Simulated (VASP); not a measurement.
Set up this calculation in VASP 6.6.1, as the native input.

```yaml
Task: single point
Functional: PBE
Potentials_or_basis: VASP PAW PBE potentials, release 64 (Tb, Cu, S)
Cutoff: 520 eV
k_mesh: 8 × 8 × 4
Occupations: fermi-dirac, width 0.05 eV
Spin: collinear spin, ferromagnetic start
Starting_moments: "[6.0, 0.6, 0.6, 0.0, 0.0] μB"
Further_INCAR_settings: ALGO = Normal; EDIFF = 1e-07; NBANDS = 38
```

The structure of TbCu2S2 lies in POSCAR:

```
TbCu2S2
1.0
    3.9539534722      0.0000000000      0.0000000000
   -1.9769767361      3.4242241523      0.0000000000
    0.0000000000      0.0000000000      6.3718870000
Tb Cu S
1 2 2
Direct
    0.0000000000      0.0000000000      0.0000000000
    0.3333333333      0.6666666667      0.3285090000
    0.6666666667      0.3333333333      0.6714910000
    0.3333333333      0.6666666667      0.7294860000
    0.6666666667      0.3333333333      0.2705140000
```

The cell comes from a database or a generator and needn't be the stable form of this composition.

One way to write it, as run:

INCAR

```
PREC = Accurate
ENCUT = 520
EDIFF = 1E-7
ISMEAR = -1
SIGMA = 0.05
LREAL = False
LASPH = True
NELM = 120
ALGO = Normal
ISIF = 2
LWAVE = False
LCHARG = True
ISPIN = 2
MAGMOM = 6 0.6 0.6 0 0
LORBIT = 11
LMAXMIX = 6
GGA = PE
LELF = True
LVHAR = True
NBANDS = 38
```

KPOINTS

```
regular mesh
0
Gamma
  8 8 4
```

Potentials or basis: VASP PAW PBE potentials, release 64 (Tb, Cu, S).

Command:

```bash
$ cat potpaw_PBE.64/Tb/POTCAR potpaw_PBE.64/Cu/POTCAR potpaw_PBE.64/S/POTCAR > POTCAR
$ mpirun -np 1 vasp_std > vasp.out
```

It gave:

| Item | Value |
| --- | --- |
| Pressure | 1.5 GPa |
| Largest force | 0.205 eV/Å |
| Band gap on the k mesh | none (metal or under the smearing width) |
| Net moment | 5.49 μB per cell |
| Site moments | Tb +5.48; Cu -0.02; S -0.02 μB |
| Valence electrons inside the program's atomic spheres | Tb 16.39; Cu 10.00; S 3.71 |

Caveat: the magnetic or orbital state may not be the lowest; spin-orbit coupling is left out, which moves the levels of the heavy elements; without U or exact exchange the open f shell lies at the Fermi level, which spoils levels, moments and volumes.

Run time: 6.7 min on 1 thread of Intel(R) Xeon(R) Platinum 8559C (Emerald Rapids), with other jobs on the host, peak memory 0.38 GiB.
